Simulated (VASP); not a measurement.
Consider the following.

```yaml
crystal:
  lattice:
    - [0.00000, 2.22898, 2.22898]
    - [2.22898, 0.00000, 2.22898]
    - [2.22898, 2.22898, 0.00000]
  atoms:
    - { symbol: Hf, position: [0.00000, 0.00000, 0.00000] }
    - { symbol: N, position: [0.50000, 0.50000, 0.50000] }
```

Method: PBE GGA with D3 dispersion (zero damping), VASP's PBE PAW potentials (set 64) (plane waves; VASP). Run with 520 eV cut-off, 14×14×14 Γ-centred mesh, first-order Methfessel-Paxton smearing of 0.10 eV, potentials Hf_pv N.

Problem. Give the stress tensor in GPa (positive for a compressed cell).

Solution. 
```
9.27  0.00  0.00
0.00  9.27  0.00
0.00  0.00  9.27
```
The pressure is its mean diagonal, 9.27 GPa.

The compound is HfN in the rock salt structure. This cell is one point of a volume scan, at 0.97 of the reference volume. The electron count is odd and the run is not spin-polarised, which forces a metal.
